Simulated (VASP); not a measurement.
Data:

```
CELL_PARAMETERS angstrom
      0.00000     3.22651     3.22651
      3.22651     0.00000     3.22651
      3.22651     3.22651     0.00000
ATOMIC_POSITIONS crystal
  In 0.00000 0.00000 0.00000
  Sb 0.25000 0.25000 0.25000
```

These are PBEsol GGA, VASP's PBE PAW potentials (set 64) (plane waves; VASP) values and carry that method's errors. Settings: 520 eV cut-off, 10×10×10 Γ-centred mesh, first-order Methfessel-Paxton smearing of 0.10 eV, potentials In_d Sb.

Q: The job: InSb (zinc blende), 2 atoms, PBEsol, static run, 520 eV, 10×10×10 Γ-centred mesh. Roughly how much core time does it take on a busy server core?

A: About 40 core-seconds (one run on a shared machine, a rough figure). It had 47 irreducible k-points, 13 bands, up to 1835 plane waves and 14 electronic steps.

The compound is InSb in the zinc blende structure. This cell is one point of a volume scan, at 0.97 of the reference volume.
